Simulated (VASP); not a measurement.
## Rb3Ba under changes of volume

One of the cells (85.464 Å³/atom); the others are scaled copies at fixed shape and fractional positions:

```
Ba Rb
1.0
    -3.39379    3.39379    7.42017
     3.39379   -3.39379    7.42017
     3.39379    3.39379   -7.42017
Ba Rb
1 3
Cartesian
  0.0000 0.0000 0.0000
  0.0000 0.0000 7.4202
  3.3938 0.0000 3.7101
  0.0000 3.3938 3.7101
```

The cell comes from a database or a generator and needn't be the stable form of this composition.

```yaml
Program: VASP 6.6.1
Functional: PBE
Potentials_or_basis: VASP PAW PBE potentials, release 64 (Ba_sv, Rb_sv)
Cutoff: 520 eV
k_mesh: 6 × 6 × 6
Occupations: fermi-dirac, width 0.05 eV
Spin: no spin polarisation
```

```tsv
volume (Å³/atom)	energy over the lowest point (meV/atom)	pressure (GPa)
78.761	3.22	0.2
80.437	1.16	0.1
82.112	0.00	0.1
85.464	?	?
87.140	1.26	-0.1
88.815	3.04	-0.2
```

Question: What does the run at 85.464 Å³/atom give?

Answer: Energy over the lowest point 0.12 meV/atom; pressure -0.1 GPa.

Worked out: A Birch-Murnaghan fit of order 3 (a polynomial in V^(-2/3)) to the other rows has its minimum at 83.64 Å³/atom with B0 = V·E''(V) = 3.7 GPa and B' = 3.3 at fixed shape and positions, which overstates the stiffness. It gives 0.12 meV/atom at 85.464 Å³/atom, against the run's 0.12, and -dE/dV = -0.1 GPa, against -0.1.

Energies are extrapolated to zero smearing.
